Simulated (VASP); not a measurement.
The system is Sb.

```
CELL_PARAMETERS angstrom
2.15420 1.24373 3.75800
-2.15420 1.24373 3.75800
0.00000 -2.48746 3.75800
ATOMIC_POSITIONS crystal
Sb 0.23349 0.23349 0.23349
Sb 0.76651 0.76651 0.76651
```

- Program: VASP 6.6.1
- Task: relaxation of cell and atoms
- Functional: PBE
- Potentials or basis: VASP PAW PBE potentials, release 64 (Sb)
- Cutoff: 520 eV
- k mesh: 12 × 12 × 12
- Occupations: gaussian, width 0.1 eV
- Spin: no spin polarisation

At the start: pressure 2.8 GPa; volume 30.21 Å³/atom.

Question: How do energy, volume and symmetry change on relaxing?

Answer: Over 7 steps the energy falls by 12.6 meV/atom and the volume is 31.76 Å³/atom (+5.2 %); space group R-3m (No. 166, to 0.05 Å).

Step by step:
| step | energy change (eV) | largest force (eV/Å) | pressure (GPa) | volume (Å³) |
| --- | --- | --- | --- | --- |
| 1 | 0.0000 | 0.2386 | 2.80 | 60.41 |
| 2 | -0.0134 | 0.2266 | -1.57 | 65.14 |
| 3 | -0.0246 | 0.0517 | 0.04 | 63.16 |
| 4 | -0.0248 | 0.0363 | 0.03 | 63.23 |
| 5 | -0.0250 | 0.0011 | 0.00 | 63.43 |
| 6 | -0.0251 | 0.0014 | 0.01 | 63.47 |
| 7 | -0.0252 | 0.0022 | 0.01 | 63.53 |

Final structure:
```
Sb
1.0
     2.18875    1.26368    3.82817
    -2.18875    1.26368    3.82817
     0.00000   -2.52735    3.82817
Sb
2
Direct
  0.23325 0.23325 0.23325
  0.76675 0.76675 0.76675
```
